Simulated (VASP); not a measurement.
Consider the following.

```
CELL_PARAMETERS angstrom
      0.00000     2.00578     2.00578
      2.00578     0.00000     2.00578
      2.00578     2.00578     0.00000
ATOMIC_POSITIONS crystal
  Al 0.00000 0.00000 0.00000
```

Calculation: PBEsol GGA, VASP's PBE PAW potentials (set 64) (plane waves; VASP). Numerical set-up: 400 eV cut-off, 14×14×14 Γ-centred mesh, first-order Methfessel-Paxton smearing of 0.10 eV, potentials Al.

Task: Estimate the energy per atom (σ→0), band gap (on the k-mesh) with the smallest direct gap where there is one.

Result: 
| Quantity | Value |
|---|---|
| band gap (on the k-mesh) | none (metal, semimetal or under 0.01 eV) |
| energy per atom (σ→0) | -4.085 eV/atom |

Total energies compare only between runs with the same potentials, cut-off and functional.

The compound is Al in the fcc structure. It was relaxed first. The start is the result of an earlier pass.
